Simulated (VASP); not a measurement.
Method: PBE GGA, VASP's PBE PAW potentials (set 64) (plane waves; VASP).

Input for VASP

### INCAR
```
! general
SYSTEM  = PdC
PREC    = Accurate
ENCUT   = 520
LREAL   = .FALSE.
LASPH   = .TRUE.

! electronic loop
EDIFF   = 1E-6
NELM    = 100
ALGO    = Normal
LMAXMIX = 4

! smearing
ISMEAR  = 0
SIGMA   = 0.05

! functional
GGA     = PE

! ions
ISIF    = 2

! output
LWAVE   = .FALSE.
LCHARG  = .FALSE.
```

**KPOINTS**
```
K-points
0
G
9 9 9
0 0 0
```

**POSCAR**
```
PdC
1
    2.7230200000     0.0000000000     0.0000000000
    0.0000000000     2.7230200000     0.0000000000
    0.0000000000     0.0000000000     2.7230200000
Pd C
1 1
Direct
  0.0000000000   0.0000000000   0.0000000000
  0.5000000000   0.5000000000   0.5000000000
```

POTCAR, in this order: Pd C (PBE.64 set). Program: vasp_std.

The resulting files:

### OSZICAR
```
       N       E                     dE             d eps       ncg     rms          rms(c)
DAV:   1     0.617303303786E+02    0.61730E+02   -0.71629E+03   770   0.121E+03
DAV:   2    -0.101394049108E+02   -0.71870E+02   -0.68099E+02   839   0.243E+02
DAV:   3    -0.120963407583E+02   -0.19569E+01   -0.19235E+01   874   0.404E+01
DAV:   4    -0.121100210319E+02   -0.13680E-01   -0.13654E-01   896   0.384E+00
DAV:   5    -0.121101673758E+02   -0.14634E-03   -0.14634E-03   908   0.382E-01    0.160E+01
DAV:   6    -0.118372745076E+02    0.27289E+00   -0.21997E+01   999   0.418E+01    0.136E+01
DAV:   7    -0.107896476920E+02    0.10476E+01   -0.38625E+00   835   0.204E+01    0.581E+00
DAV:   8    -0.107832950326E+02    0.63527E-02   -0.21621E-01   839   0.406E+00    0.173E+00
DAV:   9    -0.107718957638E+02    0.11399E-01   -0.42765E-02   832   0.206E+00    0.255E-01
DAV:  10    -0.107714185611E+02    0.47720E-03   -0.27902E-03   866   0.425E-01    0.140E-01
DAV:  11    -0.107713974039E+02    0.21157E-04   -0.18830E-04   919   0.128E-01    0.135E-02
DAV:  12    -0.107713978882E+02   -0.48429E-06   -0.64285E-06   849   0.258E-02
   1 F= -.10771398E+02 E0= -.10770478E+02  d E =-.183995E-02
```

**OUTCAR**
```
------------------------ aborting loop because EDIFF is reached ----------------------------------------
  FORCE on cell =-STRESS in cart. coord.  units (eV):
  Direction    XX          YY          ZZ          XY          YZ          ZX
  --------------------------------------------------------------------------------------
  Total        1.5563646      1.5563646      1.5563646     -0.0000000     -0.0000000      0.0000000
  in kB      123.5007044    123.5007044    123.5007044     -0.0000000     -0.0000000      0.0000000
  external PRESSURE =     123.5007044 kB  Pullay stress =       0.0000000 kB
  volume of cell :       20.19
      direct lattice vectors                 reciprocal lattice vectors
     2.723020000  0.000000000  0.000000000     0.367239315  0.000000000  0.000000000
     0.000000000  2.723020000  0.000000000     0.000000000  0.367239315  0.000000000
     0.000000000  0.000000000  2.723020000     0.000000000  0.000000000  0.367239315
 POSITION                                       TOTAL-FORCE (eV/Angst)
 -----------------------------------------------------------------------------------
      0.00000      0.00000      0.00000         0.000000      0.000000      0.000000
      1.36151      1.36151      1.36151         0.000000      0.000000      0.000000
 -----------------------------------------------------------------------------------
    total drift:                                0.000000      0.000000      0.000000
  FREE ENERGIE OF THE ION-ELECTRON SYSTEM (eV)
  ---------------------------------------------------
  free  energy   TOTEN  =       -10.7713978882 eV

  energy  without entropy=      -10.7695579421  energy(sigma->0) =      -10.77047792
```
(Selected blocks of OUTCAR.)

The structure was generated: PdC was put into the CsCl type (Pm-3m), which need not be its known phase. The cell was not relaxed at this level.
